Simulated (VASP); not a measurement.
Output of a VASP run:

### OSZICAR
```
       N       E                     dE             d eps       ncg     rms          rms(c)
DAV:   1     0.347448509936E+02    0.34745E+02   -0.52849E+03  1992   0.963E+02
DAV:   2    -0.606539288182E+01   -0.40810E+02   -0.39176E+02  1988   0.179E+02
DAV:   3    -0.648388607309E+01   -0.41849E+00   -0.41401E+00  2176   0.185E+01
DAV:   4    -0.648526594715E+01   -0.13799E-02   -0.13799E-02  2196   0.113E+00
DAV:   5    -0.648527479204E+01   -0.88449E-05   -0.88453E-05  2107   0.821E-02    0.116E+01
DAV:   6    -0.614427428674E+01    0.34100E+00   -0.93586E-01  1917   0.872E+00    0.616E+00
DAV:   7    -0.610836478251E+01    0.35910E-01   -0.14491E-01  1997   0.334E+00    0.247E+00
DAV:   8    -0.610514231570E+01    0.32225E-02   -0.41340E-03  2031   0.624E-01    0.458E-01
DAV:   9    -0.610502086424E+01    0.12145E-03   -0.49234E-05  1976   0.733E-02    0.179E-02
DAV:  10    -0.610502569469E+01   -0.48304E-05   -0.20956E-06  2126   0.146E-02    0.272E-03
DAV:  11    -0.610502576006E+01   -0.65366E-07   -0.54975E-08  1007   0.228E-03
   1 F= -.61050258E+01 E0= -.61051478E+01  d E =-.610503E+01
```

### OUTCAR
```
------------------------ aborting loop because EDIFF is reached ----------------------------------------
  FORCE on cell =-STRESS in cart. coord.  units (eV):
  Direction    XX          YY          ZZ          XY          YZ          ZX
  --------------------------------------------------------------------------------------
  Total       -0.0059698     -0.0059698     -0.0059698      0.0000000      0.0000000      0.0000000
  in kB       -0.6129605     -0.6129605     -0.6129605      0.0000000      0.0000000      0.0000000
  external PRESSURE =      -0.6129605 kB  Pullay stress =       0.0000000 kB
  volume of cell :       15.60
      direct lattice vectors                 reciprocal lattice vectors
     0.000000000  1.983361679  1.983361679    -0.252097237  0.252097237  0.252097237
     1.983361679  0.000000000  1.983361679     0.252097237 -0.252097237  0.252097237
     1.983361679  1.983361679  0.000000000     0.252097237  0.252097237 -0.252097237
 POSITION                                       TOTAL-FORCE (eV/Angst)
 -----------------------------------------------------------------------------------
      0.00000      0.00000      0.00000        -0.000000     -0.000000     -0.000000
 -----------------------------------------------------------------------------------
    total drift:                               -0.000000     -0.000000     -0.000000
  FREE ENERGIE OF THE ION-ELECTRON SYSTEM (eV)
  ---------------------------------------------------
  free  energy   TOTEN  =        -6.1050257601 eV

  energy  without entropy=       -6.1053919886  energy(sigma->0) =       -6.10514784

 reached required accuracy - stopping structural energy minimisation
```
(Selected blocks of OUTCAR.)

File POSCAR:
```
Pt
1
   -0.0000000000     1.9833616792     1.9833616792
    1.9833616792     0.0000000000     1.9833616792
    1.9833616792     1.9833616792    -0.0000000000
Pt
1
Direct
  0.0000000000   0.0000000000   0.0000000000
```

Question: Write an INCAR and KPOINTS that could have produced this output.

Answer: This is not unique; one that fits is the input of the run itself, PBE GGA, plane waves, VASP's PBE PAW potentials (set 64).

**INCAR**
```
SYSTEM = Pt
PREC = Accurate; ENCUT = 480; LREAL = F
LASPH = T
EDIFF = 1E-6; NELM = 100; ALGO = Normal
LMAXMIX = 6
ISMEAR = 1; SIGMA = 0.1
GGA = PE
IBRION = 2; NSW = 60; ISIF = 3
EDIFFG = -0.01
LWAVE = F; LCHARG = F
```

### KPOINTS
```
kpoints
0
G
 14 14 14
```

POTCAR, in this order: Pt (PBE.64 set). Program: vasp_std.

The compound is Pt in the fcc structure. It was relaxed first. The start is the result of an earlier pass.
